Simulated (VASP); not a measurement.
A convergence study with VASP on CaO (rock salt): one setting is varied, all else stays as given below, so the limit is that of these other settings. ε∞ is the independent-particle value.

```
CaO
1.0
    0.00000     2.40500     2.40500
    2.40500     0.00000     2.40500
    2.40500     2.40500     0.00000
Ca O
1 1
Direct
  0.00000   0.00000   0.00000
  0.50000   0.50000   0.50000
```

Computed with LDA (Ceperley-Alder, Perdew-Zunger), VASP's LDA PAW potentials (set 64) (plane waves; VASP). The tightest run used: 700 eV cut-off, 8×8×8 Γ-centred mesh, Gaussian smearing of 0.050 eV, potentials Ca_sv O.

Q: The settings run are NBANDS = 9; NBANDS = 10; NBANDS = 12; NBANDS = 16; NBANDS = 24; NBANDS = 40; NBANDS = 72; NBANDS = 136. From which on does the mean ε∞ stay within 0.3  of the tightest run?

A: From NBANDS = 16 on: it is off by 0.19 there and by no more than 0.3 in any finer run, while NBANDS = 12 is off by 0.84.
```tsv
setting	mean ε∞	bands	difference judged ()
NBANDS = 9	1.98	9	2.07
NBANDS = 10	2.61	10	1.44
NBANDS = 12	3.21	12	0.84
NBANDS = 16	3.86	16	0.19
NBANDS = 24	4.01	24	0.04
NBANDS = 40	4.03	40	0.01
NBANDS = 72	4.04	72	0.00
NBANDS = 136	4.05	136	0.00
```

Left out are rungs that failed or repeat a setting and relaxations that didn't move; long series are thinned to 24 rows.

The compound is CaO in the rock salt structure. The cell was not relaxed at this level.
